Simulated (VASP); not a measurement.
Consider the following.

```
Ge
1.0
    0.00000     2.76134     2.76134
    2.76134     0.00000     2.76134
    2.76134     2.76134     0.00000
Ge
2
Direct
  0.00000   0.00000   0.00000
  0.25000   0.25000   0.25000
```

Computed with MS2 meta-GGA, VASP's PBE PAW potentials (set 64) (plane waves; VASP). Run with 520 eV cut-off, 8×8×8 Γ-centred mesh, Gaussian smearing of 0.050 eV, potentials Ge_d.

Q: Give the stress tensor in GPa (positive for a compressed cell).

A: 
```
5.03  0.00  0.00
0.00  5.03  0.00
0.00  0.00  5.03
```
The pressure is its mean diagonal, 5.03 GPa.

The compound is Ge in the diamond structure. This cell is one point of a volume scan, at 0.94 of the reference volume.
